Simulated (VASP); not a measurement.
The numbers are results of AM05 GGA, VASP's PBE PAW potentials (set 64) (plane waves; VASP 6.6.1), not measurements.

A VASP calculation is set up with these files.

### POSCAR
```
Lu
1
    1.7326836810    -3.0010962531     0.0000000000
    1.7326836810     3.0010962531     0.0000000000
    0.0000000000     0.0000000000     5.3995988955
Lu
2
Direct
  0.3333330000   0.6666670000   0.2500000000
  0.6666670000   0.3333330000   0.7500000000
```

INCAR:
```
ALGO  =  Normal
EDIFF  =  1E-7
ENCUT  =  520
GGA  =  AM
ISIF  =  2
ISMEAR  =  -5
LASPH  =  .TRUE.
LCHARG  =  .TRUE.
LMAXMIX  =  6
LORBIT  =  11
LREAL  =  .FALSE.
LWAVE  =  .FALSE.
NEDOS  =  601
NELM  =  100
PREC  =  Accurate
SYSTEM  =  Lu
```

**KPOINTS**
```
Automatic mesh
0
Gamma
14 14 8
0 0 0
```

POTCAR, in this order: Lu_3 (PBE.64 set). Program: vasp_std.

The resulting files:

File OUTCAR:
```
 ion  position               nearest neighbor table
   1  0.333  0.667  0.250-   2 3.36   2 3.36   2 3.36   2 3.36   2 3.36   2 3.36
   2  0.667  0.333  0.750-   1 3.36   1 3.36   1 3.36   1 3.36   1 3.36   1 3.36
  LATTYP: Found a hexagonal cell.
 ALAT       =     3.4653674349
 C/A-ratio  =     1.5581605694
 Subroutine PRICEL returns:
 Original cell was already a primitive cell.
 Subroutine GETGRP returns: Found 24 space group operations
The static configuration has the point symmetry D_3d.
 The point group associated with its full space group is D_6h.
The dynamic configuration has the point symmetry D_3d.
 Subroutine INISYM returns: Found 24 space group operations
 Subroutine IBZKPT returns following result:
 Found    120 irreducible k-points:

 Following reciprocal coordinates:
            Coordinates               Weight
  0.000000  0.000000  0.000000      1.000000
  0.071429  0.000000  0.000000      6.000000
  0.142857  0.000000  0.000000      6.000000
  0.214286  0.000000  0.000000      6.000000
  0.285714  0.000000  0.000000      6.000000
  0.357143  0.000000  0.000000      6.000000
  0.428571  0.000000  0.000000      6.000000
  0.500000  0.000000  0.000000      3.000000
  0.071429  0.071429  0.000000      6.000000
  0.142857  0.071429  0.000000     12.000000
  0.214286  0.071429  0.000000     12.000000
  0.285714  0.071429  0.000000     12.000000
  0.357143  0.071429  0.000000     12.000000
  0.428571  0.071429  0.000000     12.000000
  0.142857  0.142857  0.000000      6.000000
  0.214286  0.142857  0.000000     12.000000
  0.285714  0.142857  0.000000     12.000000
  0.357143  0.142857  0.000000     12.000000
  0.428571  0.142857  0.000000      6.000000
  0.214286  0.214286  0.000000      6.000000
  0.285714  0.214286  0.000000     12.000000
  0.357143  0.214286  0.000000     12.000000
  0.285714  0.285714  0.000000      6.000000
  0.357143  0.285714  0.000000      6.000000
  0.000000  0.000000  0.125000      2.000000
  0.071429  0.000000  0.125000     12.000000
  0.142857  0.000000  0.125000     12.000000
  0.214286  0.000000  0.125000     12.000000
  0.285714  0.000000  0.125000     12.000000
  0.357143  0.000000  0.125000     12.000000
  0.428571  0.000000  0.125000     12.000000
  0.500000  0.000000  0.125000      6.000000
  0.071429  0.071429  0.125000     12.000000
  0.142857  0.071429  0.125000     24.000000
  0.214286  0.071429  0.125000     24.000000
  0.285714  0.071429  0.125000     24.000000
  0.357143  0.071429  0.125000     24.000000
  0.428571  0.071429  0.125000     24.000000
  0.142857  0.142857  0.125000     12.000000
  0.214286  0.142857  0.125000     24.000000
   k-points           NKPTS =    120   k-points in BZ     NKDIM =    120   number of bands    NBANDS=     13
   number of dos      NEDOS =    601   number of ions     NIONS =      2
   total plane-waves  NPLWV =  31360
   dimension x,y,z NGX =    28 NGY =   28 NGZ =   40
   dimension x,y,z NGXF=    56 NGYF=   56 NGZF=   80
   ions per type =               2
   PREC   = accura    normal or accurate (medium, high low for compatibility)
   ISTART =      0    job   : 0-new  1-cont  2-samecut
   ICHARG =      2    charge: 1-file 2-atom 10-const
   ISPIN  =      1    spin polarized calculation?
   LNONCOLLINEAR =      F non collinear calculations
   LSORBIT =      F    spin-orbit coupling
   INIWAV =      1    electr: 0-lowe 1-rand  2-diag
   ENCUT  =  520.0 eV  38.22 Ry    6.18 a.u.   6.44  6.44 10.04*2*pi/ulx,y,z
   NELM   =    100;   NELMIN=  2; NELMDL= -5     # of ELM steps
   EDIFF  = 0.1E-06   stopping-criterion for ELM
   LREAL  =      F    real-space projection
...
```

File OSZICAR:
```
       N       E                     dE             d eps       ncg     rms          rms(c)
DAV:   1     0.462543637506E+02    0.46254E+02   -0.87091E+03  5460   0.150E+03
DAV:   2    -0.681160309757E+01   -0.53066E+02   -0.52001E+02  5360   0.750E+02
DAV:   3    -0.923126569911E+01   -0.24197E+01   -0.22821E+01  5587   0.685E+01
DAV:   4    -0.934435240089E+01   -0.11309E+00   -0.10792E+00  5715   0.920E+00
DAV:   5    -0.934786672984E+01   -0.35143E-02   -0.34748E-02  5268   0.190E+00    0.262E+01
DAV:   6    -0.932857329600E+01    0.19293E-01   -0.36532E-02  5218   0.434E+00    0.155E+01
DAV:   7    -0.933121013664E+01   -0.26368E-02   -0.66166E-02  5096   0.561E+00    0.375E-01
DAV:   8    -0.933097749336E+01    0.23264E-03   -0.39389E-03  5132   0.990E-01    0.107E-01
DAV:   9    -0.933096425909E+01    0.13234E-04   -0.21965E-04  5286   0.245E-01    0.274E-02
DAV:  10    -0.933096166886E+01    0.25902E-05   -0.17225E-05  5388   0.618E-02    0.238E-02
DAV:  11    -0.933096163863E+01    0.30227E-07   -0.89750E-07  5172   0.147E-02
   1 F= -.93309616E+01 E0= -.93309616E+01  d E =0.000000E+00
```

**OUTCAR**
```
------------------------ aborting loop because EDIFF is reached ----------------------------------------
  FORCE on cell =-STRESS in cart. coord.  units (eV):
  Direction    XX          YY          ZZ          XY          YZ          ZX
  --------------------------------------------------------------------------------------
  Total        0.0495914      0.0495914     -0.0430298      0.0000000      0.0000000      0.0000000
  in kB        1.4149026      1.4149026     -1.2276923      0.0000000      0.0000000      0.0000000
  external PRESSURE =       0.5340376 kB  Pullay stress =       0.0000000 kB
  volume of cell :       56.16
      direct lattice vectors                 reciprocal lattice vectors
     1.732683681 -3.001096253  0.000000000     0.288569694 -0.166605786  0.000000000
     1.732683681  3.001096253  0.000000000     0.288569694  0.166605786  0.000000000
     0.000000000  0.000000000  5.399598895     0.000000000  0.000000000  0.185198942
 POSITION                                       TOTAL-FORCE (eV/Angst)
 -----------------------------------------------------------------------------------
      1.73268      1.00037      1.34990        -0.000000      0.000000      0.000000
      1.73268     -1.00037      4.04970         0.000000     -0.000000      0.000000
 -----------------------------------------------------------------------------------
    total drift:                               -0.000001      0.000067     -0.000012
  FREE ENERGIE OF THE ION-ELECTRON SYSTEM (eV)
  ---------------------------------------------------
  free  energy   TOTEN  =        -9.3309616386 eV

  energy  without entropy=       -9.3309616386  energy(sigma->0) =       -9.33096164

 total charge

# of ion       s       p       d       tot
------------------------------------------
    1        0.511   6.441   0.950   7.902
    2        0.511   6.441   0.950   7.902
--------------------------------------------------
tot          1.023  12.881   1.900  15.803
```
(Selected blocks of OUTCAR.)

For a metal the tetrahedron method with Blöchl corrections gives inexact stress and forces.

The compound is Lu in the hcp structure. It was relaxed first.
